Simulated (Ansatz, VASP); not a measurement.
# Al2O3 (Al2O3 (R-3c)): VASP beside Ansatz

One calculation is typed for both programs; each brings its own data sets. How far apart do they land? The cell is taken from a series of runs on this material, whose earlier steps may have relaxed, scaled, displaced or heated it; both programs get it as it stands.

Program: Ansatz 0.2.0. Level of theory: plane waves, with VASP 6.6.1 beside it; single point at PBE0 form with 20 % exact exchange with an exact-exchange share of 0.2. Results are calculated unless marked as measured.

## Step 1: Set-up

Symmetry: R-3c, No. 167, trigonal system. Conventional cell: a = 4.773 Å, b = 4.773 Å, c = 13.013 Å, α = 90.00°, β = 90.00°, γ = 120.00°. Al has 6 O at 1.86 to 1.97 Å nearest. Nearest to O lie 4 Al at 1.86 to 1.97 Å. Farther neighbours and most contacts between anions are not listed.

As a file:

```
Al O
1.0
     2.38665    1.37793    4.33762
    -2.38665    1.37793    4.33762
     0.00000   -2.75587    4.33762
Al O
4 6
Direct
  0.64795 0.64795 0.64795
  0.85205 0.85205 0.85205
  0.14795 0.14795 0.14795
  0.35205 0.35205 0.35205
  0.44417 0.05583 0.75000
  0.94417 0.25000 0.55583
  0.05583 0.75000 0.44417
  0.75000 0.44417 0.05583
  0.25000 0.55583 0.94417
  0.55583 0.94417 0.25000
```

## Step 2: VASP: single point, PBE0 form with 20 % exact exchange with an exact-exchange share of 0.2

With cell and atoms fixed, the geometry can't cause a difference; cores, projectors, grids and the points listed under the comparison can.

Lines of VASP's logs that name or quote its potential files are left out, and so is its time.

The run reads the wave functions of an earlier VASP run, which isn't shown here.

INCAR

```
SYSTEM = Al2O3
PREC = Accurate
ENCUT = 520
EDIFF = 1E-06
NELM = 100
ISMEAR = 0
SIGMA = 0.01
LREAL = .FALSE.
ALGO = Normal
LHFCALC = .TRUE.
AEXX = 0.2
GGA = PE
LASPH = .TRUE.
NBANDS = 34
PRECFOCK = Fast
LORBIT = 11
LWAVE = .FALSE.
LCHARG = .FALSE.
ISIF = 2
```

POSCAR

```
Al2O3
1.0
    2.3866527206      1.3779345890      4.3376222500
   -2.3866527233      1.3779345912      4.3376222508
    0.0000000006     -2.7558691865      4.3376222492
Al O
4 6
Direct
    0.6479500000      0.6479500000      0.6479500000
    0.8520500000      0.8520500000      0.8520500000
    0.1479500000      0.1479500000      0.1479500000
    0.3520500000      0.3520500000      0.3520500000
    0.4441700000      0.0558300000      0.7500000000
    0.9441700000      0.2500000000      0.5558300000
    0.0558300000      0.7500000000      0.4441700000
    0.7500000000      0.4441700000      0.0558300000
    0.2500000000      0.5558300000      0.9441700000
    0.5558300000      0.9441700000      0.2500000000
```

KPOINTS

```
Automatic mesh
0
Gamma
2 2 2
0 0 0
```

The projector-augmented-wave data sets are Al and O (PBE family, release 64).

Command:

```
$ export OMP_NUM_THREADS=3
$ mpirun -np 1 vasp_std
```

Numbers of over 12 decimals in the logs are rounded to 6 here.

Log:

```text
[banner, memory and clock lines left out]
running    1 mpi-ranks, on    1 nodes
 distrk:  each k-point on    1 cores,    1 groups
 distr:  one band on    1 cores,    1 groups
 Offloading initialized ...    1 GPUs detected
 POSCAR found type information on POSCAR AlO
 POSCAR found :  2 types and      10 ions
 LDA part: xc-table for (Slater+PW92), standard interpolation
 found WAVECAR, reading the header
 POSCAR, INCAR and KPOINTS ok, starting setup
 FFT: planning ... GRIDC
 FFT: planning ... GRID_SOFT
 FFT: planning ... GRID
 reading WAVECAR
 the WAVECAR file was read successfully
 initial charge from wavefunction
 entering main loop
       N       E                     dE             d eps       ncg     rms          rms(c)
DAV:   1    -0.909132118035E+02   -0.90913E+02   -0.12848E+00   330   0.623E+00    0.984E+00
DAV:   2    -0.909244992923E+02   -0.11287E-01   -0.44682E-02   332   0.121E+00    0.745E+00
DAV:   3    -0.909223816741E+02    0.21176E-02   -0.23981E-03   342   0.265E-01    0.490E+00
DAV:   4    -0.909217491631E+02    0.63251E-03   -0.38661E-04   350   0.107E-01    0.296E+00
DAV:   5    -0.909215289191E+02    0.22024E-03   -0.65384E-05   344   0.531E-02    0.176E+00
DAV:   6    -0.909214522045E+02    0.76715E-04   -0.25398E-05   344   0.366E-02    0.104E+00
DAV:   7    -0.909214270966E+02    0.25108E-04   -0.86188E-06   344   0.209E-02    0.610E-01
DAV:   8    -0.909214189370E+02    0.81596E-05   -0.28294E-06   304   0.114E-02    0.357E-01
DAV:   9    -0.909214164085E+02    0.25284E-05   -0.10168E-06   214   0.694E-03    0.210E-01
DAV:  10    -0.909214157065E+02    0.70207E-06   -0.45516E-07   150   0.476E-03
   1 F= -.90921416E+02 E0= -.90921416E+02  d E =-.127223E-56
```

From OUTCAR (step 2):

```text
ion  position               nearest neighbor table
   1  0.648  0.648  0.648-   9 1.86   6 1.86  10 1.86   7 1.97   5 1.97   8 1.97   2 2.66   4 2.80
                             4 2.80   4 2.80   2 3.23   2 3.23   2 3.23
   2  0.852  0.852  0.852-   9 1.86  10 1.86   6 1.86   5 1.97   7 1.97   8 1.97   1 2.66   3 2.80
                             3 2.80   3 2.80   1 3.23   1 3.23   1 3.23
   3  0.148  0.148  0.148-   8 1.86   5 1.86   7 1.86  10 1.97   6 1.97   9 1.97   4 2.66   2 2.80
                             2 2.80   2 2.80   4 3.23   4 3.23   4 3.23
   4  0.352  0.352  0.352-   8 1.86   7 1.86   5 1.86   6 1.97  10 1.97   9 1.97   3 2.66   1 2.80
                             1 2.80   1 2.80   3 3.23   3 3.23   3 3.23
   5  0.444  0.056  0.750-   3 1.86   4 1.86   2 1.97   1 1.97
   6  0.944  0.250  0.556-   1 1.86   2 1.86   4 1.97   3 1.97
   7  0.056  0.750  0.444-   4 1.86   3 1.86   1 1.97   2 1.97
   8  0.750  0.444  0.056-   4 1.86   3 1.86   2 1.97   1 1.97
   9  0.250  0.556  0.944-   1 1.86   2 1.86   3 1.97   4 1.97
  10  0.556  0.944  0.250-   2 1.86   1 1.86   3 1.97   4 1.97

  LATTYP: Found a trigonal (rhomboedric) cell.
 ALAT       =     5.1390448286
 COS(alpha) =     0.5686362517

 Subroutine GETGRP returns: Found 12 space group operations
 (whereof  6 operations were pure point group operations)

The static configuration has the point symmetry S_6 .
 The point group associated with its full space group is D_3d.

 Found      4 irreducible k-points:

   k-points           NKPTS =      4   k-points in BZ     NKDIM =      8   number of bands    NBANDS=     34

   dimension x,y,z NGX =    40 NGY =   40 NGZ =   40
   dimension x,y,z NGXF=    80 NGYF=   80 NGZF=   80

   ENCUT  =  520.0 eV  38.22 Ry    6.18 a.u.   9.56  9.56  9.56*2*pi/ulx,y,z

   NELECT =      48.0000    total number of electrons

 k-points in reciprocal lattice and weights: Automatic mesh
   0.00000000  0.00000000  0.00000000       0.125
   0.50000000  0.00000000  0.00000000       0.375
   0.50000000  0.50000000  0.00000000       0.375
   0.50000000  0.50000000  0.50000000       0.125

  exchange ACFDT corr.  =         0.00000000  see jH, gK, PRB 81, 115126

 average (electrostatic) potential at core
       1 -68.1479       2 -68.1479       3 -68.1479       4 -68.1479       5 -61.8524
       6 -61.8524       7 -61.8524       8 -61.8524       9 -61.8524      10 -61.8524

 E-fermi :   4.8107

 k-point     1 :       0.0000    0.0000    0.0000
  band No.  band energies     occupation
    ...
     20       4.1385      2.00000
     21       4.1385      2.00000
     22       4.6502      2.00000
     23       4.6502      2.00000
     24       4.6994      2.00000
     25      12.9759      0.00000
     26      15.9386      0.00000
     27      17.6888      0.00000
     28      18.4774      0.00000
     29      18.4774      0.00000
    ...

 k-point     2 :       0.5000    0.0000    0.0000
  band No.  band energies     occupation
    ...
     20       3.3475      2.00000
     21       3.7183      2.00000
     22       3.7183      2.00000
     23       4.3943      2.00000
     24       4.3943      2.00000
     25      16.3239      0.00000
     26      16.3239      0.00000
     27      16.5342      0.00000
     28      16.5342      0.00000
     29      18.6840      0.00000
    ...

 k-point     3 :       0.5000    0.5000    0.0000
  band No.  band energies     occupation
    ...
     20       3.3632      2.00000
     21       3.6064      2.00000
     22       3.7516      2.00000
     23       3.9273      2.00000
     24       4.4114      2.00000
     25      16.4632      0.00000
     26      16.6321      0.00000
     27      16.8200      0.00000
     28      17.3265      0.00000
     29      18.0532      0.00000
    ...

  Total       -0.7200945     -0.7200945     -0.6316124      0.0000000      0.0000000      0.0000000
  in kB      -13.4796699    -13.4796699    -11.8233466      0.0000000      0.0000000      0.0000000
  external PRESSURE =     -12.9275622 kB  Pullay stress =       0.0000000 kB

  energy-cutoff  :      520.00
  volume of cell :       85.59
      direct lattice vectors                 reciprocal lattice vectors
     2.386652721  1.377934589  4.337622250     0.209498431  0.120953975  0.076847018
    -2.386652723  1.377934591  4.337622251    -0.209498431  0.120953975  0.076847018
     0.000000001 -2.755869187  4.337622249    -0.000000000 -0.241907951  0.076847017

 POSITION                                       TOTAL-FORCE (eV/Angst)
 -----------------------------------------------------------------------------------
     -0.00000     -0.00000      8.43169         0.000000      0.000000     -0.016813
     -0.00000     -0.00000     11.08761        -0.000000     -0.000000      0.016813
     -0.00000     -0.00000      1.92525         0.000000      0.000000     -0.016813
     -0.00000     -0.00000      4.58118        -0.000000     -0.000000      0.016813
      0.92683     -1.37793      5.42203        -0.064593      0.000000      0.000000
      1.65674      0.11369      7.59084        -0.032296     -0.055939     -0.000000
     -1.65674     -0.11369      5.42203         0.032296      0.055939      0.000000
      0.72991      1.49163      5.42203         0.032296     -0.055939     -0.000000
     -0.72991     -1.49163      7.59084        -0.032296      0.055939      0.000000
     -0.92683      1.37793      7.59084         0.064593     -0.000000     -0.000000
 -----------------------------------------------------------------------------------
    total drift:                                0.000000     -0.000000     -0.000000

  FREE ENERGIE OF THE ION-ELECTRON SYSTEM (eV)
  ---------------------------------------------------
  free  energy   TOTEN  =       -90.9214157065 eV

  energy  without entropy=      -90.9214157065  energy(sigma->0) =      -90.92141571

 total charge
# of ion       s       p       d       tot
------------------------------------------
    1        0.338   0.404   0.000   0.742
    2        0.338   0.404   0.000   0.742
    3        0.338   0.404   0.000   0.742
    4        0.338   0.404   0.000   0.742
    5        1.551   3.662   0.000   5.213
    6        1.551   3.662   0.000   5.213
    7        1.551   3.662   0.000   5.213
    8        1.551   3.662   0.000   5.213
    9        1.551   3.662   0.000   5.213
   10        1.551   3.662   0.000   5.213
--------------------------------------------------
tot         10.656  23.590   0.000  34.246

[... 1 further part left out ...]
```

The run ends at a pressure of -1.29 GPa, with forces up to 0.065 eV/Å.

[end of part 1 of 2]

[Lines on the potential files, build, host, timing and source positions are cut from VASP's logs without a mark.]

[Logs are printed without paths, hosts, clocks, repeated set-up lines and the standing remarks that a program may print on its own settings, such as how far it seeks lower states.]

[Hosts, paths, dates, database ids (printed as entryN), source tags and the programs' standing remarks are cut or masked in the printed files.]
